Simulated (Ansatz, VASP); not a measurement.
**InAs in two plane-wave programs**

Aim: how closely do two programs agree when they are given the same cell, functional and k mesh? The cell is taken from a series of runs on this material, whose earlier steps may have relaxed, scaled, displaced or heated it; both programs get it as it stands.

Program: Ansatz 0.2.0. Level of theory: plane waves, with VASP 6.6.1 beside it; zone-centre phonons at LDA. Results are calculated unless marked as measured.

### Step 1. The structure

Symmetry: R3m, No. 160, trigonal system. Conventional cell: a = 4.304 Å, b = 4.304 Å, c = 10.371 Å, α = 90.00°, β = 90.00°, γ = 120.00°. Nearest to As lie 4 In at 2.61 to 2.62 Å. Nearest to In lie 4 As at 2.61 to 2.62 Å. Farther neighbours are not listed.

Coordinates:

```cif
data_structure
_symmetry_space_group_name_H-M 'R3m:H'
_symmetry_Int_Tables_number 160
_cell_length_a 4.3035
_cell_length_b 4.3035
_cell_length_c 10.3709
_cell_angle_alpha 90.000
_cell_angle_beta 90.000
_cell_angle_gamma 120.000
_cell_volume 166.34
loop_
_atom_site_label
_atom_site_type_symbol
_atom_site_symmetry_multiplicity
_atom_site_Wyckoff_symbol
_atom_site_fract_x
_atom_site_fract_y
_atom_site_fract_z
_atom_site_occupancy
As1 As 3 a 0.33333 0.66667 0.41572 1
In1 In 3 a 0.33333 0.66667 0.66761 1
```

### Step 2. VASP: zone-centre phonons, LDA

Second derivatives magnify differences that forces hide, and they need a tight electronic threshold.

Lines of VASP's logs that name or quote its potential files are left out, and so is its time.

Input file INCAR:

```
SYSTEM = InAs
PREC = Accurate
ENCUT = 500
EDIFF = 1E-08
NELM = 120
ISMEAR = 1
SIGMA = 0.2
LREAL = .FALSE.
ALGO = Normal
GGA = CA
NBANDS = 15
LORBIT = 11
LWAVE = .FALSE.
LCHARG = .FALSE.
ISIF = 2
IBRION = 8
LASPH = .TRUE.
GGA_COMPAT = .FALSE.
EFERMI = MIDGAP
KPAR = 2
```

Input file POSCAR:

```
InAs
1.0
   -0.0328104859      3.0102302788      3.0102302788
    3.0102302788     -0.0328104859      3.0102302788
    3.0102302788      3.0102302788     -0.0328104859
As In
1 1
Direct
    0.7490548151      0.7490548151      0.7490548151
    0.0009451849      0.0009451849      0.0009451849
```

Input file KPOINTS:

```
Automatic mesh
0
Gamma
12 12 12
0 0 0
```

Potentials, in the order of the species: As and In_d (LDA family, release 64).

Command:

```console
$ mpirun -np 2 vasp_std
```

Numbers of over 12 decimals in the logs are rounded to 6 here.

Output:

```text
[banner, memory and clock lines left out]
running    2 mpi-ranks, on    1 nodes
 distrk:  each k-point on    1 cores,    2 groups
 distr:  one band on    1 cores,    1 groups

 POSCAR found type information on POSCAR AsIn
 POSCAR found :  2 types and       2 ions
 LDA part: xc-table for (Slater(with rela. corr.)+CA(PZ))
 , standard interpolation
 POSCAR, INCAR and KPOINTS ok, starting setup
 FFT: planning ... GRIDC
 FFT: planning ... GRID_SOFT
 FFT: planning ... GRID
 WAVECAR not read
 entering main loop
       N       E                     dE             d eps       ncg     rms          rms(c)
DAV:   1     0.111505848690E+03    0.11151E+03   -0.81894E+03  5726   0.126E+03
DAV:   2    -0.146226152075E+01   -0.11297E+03   -0.10872E+03  6083   0.301E+02
DAV:   3    -0.913002918592E+01   -0.76678E+01   -0.76231E+01  7231   0.795E+01
DAV:   4    -0.932935024362E+01   -0.19932E+00   -0.19926E+00  7002   0.143E+01
DAV:   5    -0.933841454874E+01   -0.90643E-02   -0.90642E-02  8610   0.261E+00    0.465E+00
DAV:   6    -0.906771595320E+01    0.27070E+00   -0.38150E-01  8981   0.110E+01    0.256E+00
DAV:   7    -0.902984410380E+01    0.37872E-01   -0.10911E-01  7920   0.307E+00    0.682E-01
DAV:   8    -0.902645155773E+01    0.33925E-02   -0.11529E-02  7515   0.131E+00    0.215E-01
DAV:   9    -0.902634374631E+01    0.10781E-03   -0.76487E-04  7269   0.259E-01    0.134E-01
DAV:  10    -0.902636706255E+01   -0.23316E-04   -0.11059E-04  8857   0.175E-01    0.689E-02
DAV:  11    -0.902637132174E+01   -0.42592E-05   -0.34012E-05  8666   0.113E-01    0.496E-02
DAV:  12    -0.902636879681E+01    0.25249E-05   -0.51026E-06  8581   0.309E-02    0.693E-03
DAV:  13    -0.902636884238E+01   -0.45568E-07   -0.69961E-07  7168   0.487E-03    0.163E-03
DAV:  14    -0.902636883885E+01    0.35325E-08   -0.25673E-08  7180   0.233E-03
   1 F= -.90263688E+01 E0= -.90265129E+01  d E =0.432315E-03
 Linear response reoptimize wavefunctions to high precision
DAV:   1    -0.902636883915E+01   -0.29854E-09   -0.29062E-09  5821   0.909E-04
DAV:   2    -0.902636883923E+01   -0.82082E-10   -0.80623E-10  4216   0.224E-04
 Linear response DOF=           2
 Linear response progress:
  Degree of freedom:   1/  2
       N       E                     dE             d eps       ncg     rms          rms(c)
RMM:   1    -0.475287359338E-01   -0.47529E-01    0.64443E-02 29876   0.155E+00
RMM:   2    -0.452864306307E-01    0.22423E-02    0.16337E-03 22443   0.572E-01    0.108E-01
RMM:   3    -0.459700969260E-01   -0.68367E-03   -0.19533E-03 26289   0.244E-01    0.462E-02
RMM:   4    -0.461303193982E-01   -0.16022E-03   -0.15280E-04 26887   0.824E-02    0.107E-02
RMM:   5    -0.461595321046E-01   -0.29213E-04   -0.16465E-05 27678   0.304E-02    0.479E-03
RMM:   6    -0.461442149398E-01    0.15317E-04   -0.18507E-06 26992   0.822E-03    0.163E-03
RMM:   7    -0.461421899210E-01    0.20250E-05   -0.23094E-07 29433   0.266E-03    0.109E-03
RMM:   8    -0.461425044233E-01   -0.31450E-06   -0.74231E-08 28396   0.112E-03    0.674E-04
RMM:   9    -0.461431871792E-01   -0.68276E-06   -0.49881E-09 27105   0.409E-04    0.765E-05
RMM:  10    -0.461432908315E-01   -0.10365E-06    0.23500E-08 29456   0.174E-04    0.700E-05
RMM:  11    -0.461432807108E-01    0.10121E-07   -0.67483E-08 30713   0.767E-05    0.172E-05
RMM:  12    -0.461432947102E-01   -0.13999E-07    0.27194E-08 28633   0.370E-05    0.732E-06
RMM:  13    -0.461432945388E-01    0.17146E-09   -0.13717E-08 30165   0.244E-05    0.189E-06
 first order change of Fermi-energy  -0.53817E+00
 force on displaced ion       1 direction 1 :  -7.433  -0.053  -0.053
 Linear response progress:
  Degree of freedom:   2/  2
       N       E                     dE             d eps       ncg     rms          rms(c)
RMM:   1    -0.235482342318E+00   -0.23548E+00   -0.91919E-02 19292   0.491E+00
RMM:   2    -0.237957046577E+00   -0.24747E-02   -0.13342E-02 24256   0.104E+00    0.787E-02
RMM:   3    -0.237910973109E+00    0.46073E-04   -0.15693E-03 26431   0.322E-01    0.382E-02
RMM:   4    -0.237720486773E+00    0.19049E-03   -0.14622E-04 26939   0.107E-01    0.202E-02
RMM:   5    -0.237674182467E+00    0.46304E-04   -0.24737E-05 28282   0.395E-02    0.794E-03
RMM:   6    -0.237672854043E+00    0.13284E-05   -0.95942E-07 27978   0.131E-02    0.191E-03
RMM:   7    -0.237682871430E+00   -0.10017E-04   -0.93814E-07 28690   0.394E-03    0.721E-04
RMM:   8    -0.237682621006E+00    0.25042E-06   -0.14703E-06 28414   0.170E-03    0.470E-04
RMM:   9    -0.237682097873E+00    0.52313E-06    0.19149E-07 28559   0.766E-04    0.101E-04
RMM:  10    -0.237681704010E+00    0.39386E-06    0.28766E-07 28986   0.357E-04    0.480E-05
RMM:  11    -0.237681557061E+00    0.14695E-06    0.13961E-07 30208   0.195E-04    0.187E-05
RMM:  12    -0.237681471207E+00    0.85854E-07    0.87501E-08 29672   0.128E-04    0.170E-05
RMM:  13    -0.237681558469E+00   -0.87261E-07    0.49106E-08 28052   0.956E-05    0.139E-05
RMM:  14    -0.237681564281E+00   -0.58126E-08    0.16691E-08 31754   0.776E-05    0.256E-05
 first order change of Fermi-energy   0.53879E+00
 force on displaced ion       2 direction 1 :  -7.405  -0.054  -0.054
 Linear response finished
```

Parts of OUTCAR (step 2):

```text
ion  position               nearest neighbor table
   1  0.749  0.749  0.749-   2 2.61   2 2.62   2 2.62   2 2.62
   2  0.001  0.001  0.001-   1 2.61   1 2.62   1 2.62   1 2.62

  LATTYP: Found a trigonal (rhomboedric) cell.
 ALAT       =     4.2572349231
 COS(alpha) =     0.4890712888

 Subroutine GETGRP returns: Found  6 space group operations
 (whereof  6 operations were pure point group operations)

The static configuration has the point symmetry C_3v.

 Found    189 irreducible k-points:

   k-points           NKPTS =    189   k-points in BZ     NKDIM =    189   number of bands    NBANDS=     15

   dimension x,y,z NGX =    32 NGY =   32 NGZ =   32
   dimension x,y,z NGXF=    64 NGYF=   64 NGZF=   64

   ENCUT  =  500.0 eV  36.75 Ry    6.06 a.u.   7.76  7.76  7.76*2*pi/ulx,y,z

   NELECT =      18.0000    total number of electrons

 k-points in reciprocal lattice and weights: Automatic mesh
   0.00000000  0.00000000  0.00000000       0.001
   0.08333333  0.00000000  0.00000000       0.003
   0.16666667  0.00000000  0.00000000       0.003
   0.25000000  0.00000000  0.00000000       0.003
   0.33333333  0.00000000 -0.00000000       0.003
   0.41666667  0.00000000  0.00000000       0.003
   0.50000000  0.00000000  0.00000000       0.002
   0.08333333  0.08333333  0.00000000       0.003
   0.16666667  0.08333333  0.00000000       0.007
[...]
-0.41666667  0.50000000  0.41666667       0.003
   0.50000000  0.50000000  0.50000000       0.001

 average (electrostatic) potential at core
       1 -53.1454       2 -96.1392

  Total       -0.2221248     -0.2221248     -0.2221248      0.1367942      0.1367942      0.1367942
  in kB       -6.4185305     -6.4185305     -6.4185305      3.9528148      3.9528148      3.9528148
  external PRESSURE =      -6.4185305 kB  Pullay stress =       0.0000000 kB

  energy-cutoff  :      500.00
  volume of cell :       55.45
      direct lattice vectors                 reciprocal lattice vectors
    -0.032810486  3.010230279  3.010230279    -0.163408969  0.165209698  0.165209698
     3.010230279 -0.032810486  3.010230279     0.165209698 -0.163408969  0.165209698
     3.010230279  3.010230279 -0.032810486     0.165209698  0.165209698 -0.163408969

 POSITION                                       TOTAL-FORCE (eV/Angst)
 -----------------------------------------------------------------------------------
      4.48508      4.48508      4.48508         0.000032      0.000032      0.000032
      0.00566      0.00566      0.00566        -0.000032     -0.000032     -0.000032
 -----------------------------------------------------------------------------------
    total drift:                                0.000122      0.000122      0.000122

 Eigenvectors and eigenvalues of the dynamical matrix
 ----------------------------------------------------

   1 f  =    6.370889 THz    40.029476 2PiTHz  212.509981 cm-1    26.347868 meV
             X         Y         Z           dx          dy          dz
      4.485078  4.485078  4.485078    -0.449434   -0.449434   -0.449434
      0.005659  0.005659  0.005659     0.362412    0.362412    0.362412

   2 f  =    6.302230 THz    39.598076 2PiTHz  210.219749 cm-1    26.063915 meV
             X         Y         Z           dx          dy          dz
      4.485078  4.485078  4.485078    -0.303700   -0.331752    0.635452
      0.005659  0.005659  0.005659     0.244835    0.267449   -0.512284

   3 f  =    6.302230 THz    39.598076 2PiTHz  210.219749 cm-1    26.063915 meV
             X         Y         Z           dx          dy          dz
      4.485078  4.485078  4.485078     0.558415   -0.542220   -0.016195
      0.005659  0.005659  0.005659    -0.450179    0.437123    0.013056

   4 f/i=    0.005444 THz     0.034207 2PiTHz    0.181599 cm-1     0.022515 meV
             X         Y         Z           dx          dy          dz
      4.485078  4.485078  4.485078     0.362412    0.362412    0.362412
      0.005659  0.005659  0.005659     0.449434    0.449434    0.449434

   5 f/i=    0.006155 THz     0.038673 2PiTHz    0.205307 cm-1     0.025455 meV
             X         Y         Z           dx          dy          dz
      4.485078  4.485078  4.485078    -0.340657   -0.161211    0.501868
      0.005659  0.005659  0.005659    -0.422561   -0.199971    0.622532

   6 f/i=    0.006155 THz     0.038673 2PiTHz    0.205307 cm-1     0.025455 meV
             X         Y         Z           dx          dy          dz
      4.485078  4.485078  4.485078    -0.382829    0.486432   -0.103603
      0.005659  0.005659  0.005659    -0.474872    0.603385   -0.128513

 ELASTIC MODULI CONTR FROM IONIC RELAXATION (kBar)
 Direction    XX          YY          ZZ          XY          YZ          ZX
 --------------------------------------------------------------------------------
 XX          -0.5448     -0.5260     -0.5260     -5.5757     -7.5846     -5.7273
 YY          -0.5260     -0.5448     -0.5260     -5.7273     -5.5757     -7.5846
 ZZ          -0.5260     -0.5260     -0.5448     -7.5846     -5.7273     -5.5757
 XY          -5.5757     -5.7273     -7.5846   -207.3637     -8.0227     -8.0227
 YZ          -7.5846     -5.5757     -5.7273     -8.0227   -207.3637     -8.0227
 ZX          -5.7273     -7.5846     -5.5757     -8.0227     -8.0227   -207.3637
 --------------------------------------------------------------------------------
```

The gap is under twice the smearing width, so the edge states are partly filled and the run can't tell a small gap from a semimetal. Methfessel-Paxton smearing is not meant for a cell with a gap.

(Part 1 of 2 ends here.)

[Lines on the potential files, build, host, timing and source positions are cut from VASP's logs without a mark.]

[Logs are printed without paths, hosts, clocks, repeated set-up lines and the standing remarks that a program may print on its own settings, such as how far it seeks lower states.]

[Hosts, paths, dates, database ids (printed as entryN), source tags and the programs' standing remarks are cut or masked in the printed files.]
